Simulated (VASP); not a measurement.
Data:

```yaml
crystal:
  lattice:
    - [3.21300, 0.00000, 0.00000]
    - [0.00000, 3.21300, 0.00000]
    - [0.00000, 0.00000, 3.21300]
  atoms:
    - { symbol: Zn, position: [0.50000, 0.50000, 0.50000] }
    - { symbol: Au, position: [0.00000, 0.00000, 0.00000] }
```

Calculation: PBE GGA, VASP's PBE PAW potentials (set 64) (plane waves; VASP). Run with 400 eV cut-off, 1×1×1 Γ-centred mesh, first-order Methfessel-Paxton smearing of 0.10 eV, potentials Zn Au.

Problem. Give the stress tensor in GPa (positive for a compressed cell).

Solution. 
```
1.58  0.00  0.00
0.00  1.58  0.00
0.00  0.00  1.58
```
The pressure is its mean diagonal, 1.58 GPa.

The compound is AuZn in the CsCl type structure. The cell was not relaxed at this level. The k-mesh is coarse (spacing up to 1.96 per Å, 2π included), so the numbers may not be converged in it. The run is one of a series of settings (KPOINTS 1×1×1 Γ-centred mesh against the base run), some of them coarse on purpose. The electron count is odd and the run is not spin-polarised, which forces a metal.
